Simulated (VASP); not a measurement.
Input:

```yaml
crystal:
  lattice:
    - [1.95190, -3.38079, 0.00000]
    - [1.95190, 3.38079, 0.00000]
    - [0.00000, 0.00000, 6.04143]
  atoms:
    - { symbol: La, position: [0.33333, 0.66667, 0.24547] }
    - { symbol: La, position: [0.66667, 0.33333, 0.75453] }
    - { symbol: O, position: [0.00000, 0.00000, 0.00000] }
    - { symbol: O, position: [0.33333, 0.66667, 0.64572] }
    - { symbol: O, position: [0.66667, 0.33333, 0.35428] }
```

Calculation: PBEsol GGA, VASP's PBE PAW potentials (set 64) (plane waves; VASP). Run with 620 eV cut-off, 7×7×4 Γ-centred mesh, Gaussian smearing of 0.050 eV, potentials La O.

### Question
What does the run give for the energy per atom (σ→0)?

### Answer

| Item | Result |
|---|---|
| energy per atom (σ→0) | -8.743 eV/atom |

Only differences to runs with the same potentials and settings are physical.

The compound is La2O3 in the a-type structure. It was relaxed first.
